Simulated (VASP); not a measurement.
An input for Ansatz (written as the equivalent of a VASP run, and not itself run):

Ansatz 0.2 input:
```yaml
crystal:
  lattice:
    - [0.0000000, 2.3287503, 2.3287503]
    - [2.3287503, 0.0000000, 2.3287503]
    - [2.3287503, 2.3287503, 0.0000000]
  atoms:
    - { symbol: Zr, position: [0.0000000, 0.0000000, 0.0000000] }
    - { symbol: N, position: [0.5000000, 0.5000000, 0.5000000] }
kpoints:
  mp_grid: { grid: [14, 14, 14] }
hamiltonian:
  xc: pbe
  dispersion: d4
  pseudopotentials: { kind: paw }
scf:
  occupations: { method: methfessel_paxton, width: 0.1 }
  max_iter: 100
output: { forces: true, stress: true, eigenvalues: true }
```

### Question
Write the VASP files for the same calculation (PBE-D4).

### Answer
One answer among several that fit: 
File KPOINTS:
```
Regular mesh
0
Gamma
14 14 14
0 0 0
```

**POSCAR**
```
ZrN
3.293350
  0.0000000000   0.7071068463   0.7071068463
  0.7071068463   0.0000000000   0.7071068463
  0.7071068463   0.7071068463   0.0000000000
Zr N
1 1
Cartesian
  0.0000000000   0.0000000000   0.0000000000
  0.7071068463   0.7071068463   0.7071068463
```

### INCAR
```
IVDW  =  13   # D4
LWAVE  =  .FALSE.
LMAXMIX  =  4   # l cut-off of mixed one-centre charges
LCHARG  =  .FALSE.
ISMEAR  =  1
NELM  =  100   # most electronic steps
PREC  =  Accurate
EDIFF  =  1E-7   # SCF stop (eV)
GGA  =  PE   # PBE
ISIF  =  2   # forces and stress, cell fixed
ENCUT  =  520
ALGO  =  Normal   # blocked Davidson
LREAL  =  .FALSE.
LASPH  =  .TRUE.   # aspherical one-centre terms
SYSTEM  =  ZrN
SIGMA  =  0.1   # width (eV)
```

POTCAR, in this order: Zr_sv N (PBE.64 set). Program: vasp_std.

The two are equivalent in intent, not identical: each code has its own PAW files, so the cut-off isn't converted (ENCUT is set for VASP's; basis.ecutwfc is left out, and Ansatz then takes the one that its files recommend); Ansatz stops its SCF on the density residual and VASP on the energy change (EDIFF).

The compound is ZrN in the rock salt structure. This cell is one point of a volume scan, at 1.06 of the reference volume.
